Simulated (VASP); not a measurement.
Consider the following.

```xyz
2
Lattice="0.0000 1.8444 1.8444 1.8444 0.0000 1.8444 1.8444 1.8444 0.0000" Properties=species:S:1:pos:R:3 pbc="T T T"
B      0.0000     0.0000     0.0000
N      0.9222     0.9222     0.9222
```

All values below come from LDA (Ceperley-Alder, Perdew-Zunger), VASP's LDA PAW potentials (set 64) (plane waves; VASP). Run with 400 eV cut-off, 12×12×12 Γ-centred mesh, Fermi-Dirac smearing of 0.010 eV, potentials B N.

Task: Give the energies of bands 2 to 7 at the high-symmetry points, in eV from the valence-band maximum.

Result: 
```tsv
band	Γ	X	U	L	W
2	0.00	-8.49	-7.75	-10.17	-7.25
3	0.00	-4.63	-7.25	-1.82	-6.58
4	0.00	-4.63	-3.84	-1.82	-6.15
5	8.41	4.28	6.61	9.44	9.19
6	8.41	8.81	12.22	10.24	12.52
7	8.41	16.83	14.93	10.24	13.76
```

The gap is indirect, 4.28 eV, from the valence maximum at Γ to the conduction minimum at X.

The structure is a typed BN crystal. The cell was not relaxed at this level.
